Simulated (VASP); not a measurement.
Data:

```
LiCl
1.0
    0.00000     2.48074     2.48074
    2.48074     0.00000     2.48074
    2.48074     2.48074     0.00000
Li Cl
1 1
Direct
  0.00000   0.00000   0.00000
  0.50000   0.50000   0.50000
```

Computed with LDA (Ceperley-Alder, Perdew-Zunger), VASP's LDA PAW potentials (set 64) (plane waves; VASP 6.6.1). Settings: 620 eV cut-off, 9×9×9 Γ-centred mesh, Gaussian smearing of 0.050 eV, potentials Li_sv Cl.

Predict the energy per atom (σ→0).

```
Property                        Value
---------------------  --------------
energy per atom (σ→0)  -4.048 eV/atom
```

Total energies compare only between runs with the same potentials, cut-off and functional.

The compound is LiCl in the rock salt structure. It was relaxed first, which changed the volume by -10 %.
